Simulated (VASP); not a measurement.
```
YSe
1.0
    4.21816     0.00000     0.00000
   -2.10908     3.65303     0.00000
    0.00000     0.00000     8.22706
Y Se
2 2
Direct
  0.33333   0.66667   0.01970
  0.66667   0.33333   0.51970
  0.33333   0.66667   0.35530
  0.66667   0.33333   0.85530
```

All values below come from r2SCAN meta-GGA, VASP's PBE PAW potentials (set 64) (plane waves; VASP 6.6.1). Settings: 400 eV cut-off, 9×9×4 Γ-centred mesh, tetrahedra with Blöchl corrections, potentials Y_sv Se.

The cores are frozen, which limits the accuracy of field gradients.

Q: Give the principal components of the electric field gradient (V/Å²) and the asymmetry η at each nucleus.

A: 
```csv
atom,Vxx,Vyy,Vzz,η
Y1,8.0,8.0,-16.0,0.00
Y2,8.0,8.0,-16.0,0.00
Se3,-2.4,-2.4,4.8,0.00
Se4,-2.4,-2.4,4.8,0.00
```

The structure was generated: YSe was put into the wurtzite type (P6_3mc), which need not be its known phase. It was relaxed first, which changed the volume by -31 %.
